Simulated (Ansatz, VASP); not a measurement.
# NbCd3 in VASP and in Ansatz

File POSCAR:

```
NbCd3
1.0
    4.2150000000      0.0000000000      0.0000000000
    0.0000000000      4.2150000000      0.0000000000
    0.0000000000      0.0000000000      4.2150000000
Nb Cd
1 3
Direct
    0.0000000000      0.0000000000      0.0000000000
    0.0000000000      0.5000000000      0.5000000000
    0.5000000000      0.0000000000      0.5000000000
    0.5000000000      0.5000000000      0.0000000000
```

Contents of INCAR.step1:

```
SYSTEM = NbCd3
  ALGO = Normal
  EDIFF = 1E-4
  ENCUT = 520
  GGA = PE
  ISMEAR = 0
  LASPH = .True.
  LCHARG = .False.
  LREAL = .False.
  LWAVE = .True.
  NBANDS = 32
  NELM = 100
  PREC = Accurate
  SIGMA = 0.1
```

The input INCAR.step2:

```
SYSTEM = NbCd3
  ALGO = Normal
  EDIFF = 1E-6
  ENCUT = 520
  ISIF = 2
  ISMEAR = 0
  ISTART = 1
  LASPH = .True.
  LCHARG = .False.
  LMIXTAU = .True.
  LREAL = .False.
  LWAVE = .False.
  METAGGA = R2SCAN
  NBANDS = 32
  NELM = 100
  PREC = Accurate
  SIGMA = 0.1
```

The input KPOINTS:

```
k-points
0
Gamma
  10 10 10
  0 0 0
```

Input for Ansatz:

```yaml
crystal:
  lattice:
    - [4.215, 0.0, 0.0]
    - [0.0, 4.215, 0.0]
    - [0.0, 0.0, 4.215]
  atoms:
    - { symbol: Nb, position: [0.0, 0.0, 0.0] }
    - { symbol: Cd, position: [0.0, 0.5, 0.5] }
    - { symbol: Cd, position: [0.5, 0.0, 0.5] }
    - { symbol: Cd, position: [0.5, 0.5, 0.0] }
basis:
  ecutwfc: 500
kpoints:
  mp_grid: { grid: [10, 10, 10] }
hamiltonian:
  xc: r2scan
scf:
  occupations: { method: gaussian, width: 0.1 }
output:
  forces: true
  stress: true
  eigenvalues: true
  populations: true
```

Alike in both runs: task single point; functional r2SCAN; k mesh 10 × 10 × 10; occupations gaussian, width 0.1 eV; no spin polarisation.

|  | VASP | Ansatz |
| --- | --- | --- |
| version | VASP 6.6.1 | Ansatz 0.2.0 |
| potentials or method | VASP PAW PBE potentials, release 64 (Nb_sv, Cd) | scalar-relativistic, plane waves, PAW |
| plane-wave cutoff (eV) | 520 | 500 |
| valence electrons in the cell | 49 | 73 |

VASP gave:

| Item | Value |
| --- | --- |
| gap on the k mesh at the Fermi level (eV) | none |
| pressure (GPa) | 5.3 |

Which values does Ansatz return?

gap on the k mesh at the Fermi level (eV): none; pressure (GPa): 4.6.

A gap of «none» marks a metal or a gap that the smearing closes. The two sets of potentials don't hold the same shells in valence.

Caveats: the PAW data sets were made with another functional, which shifts forces and pressure a little (VASP).
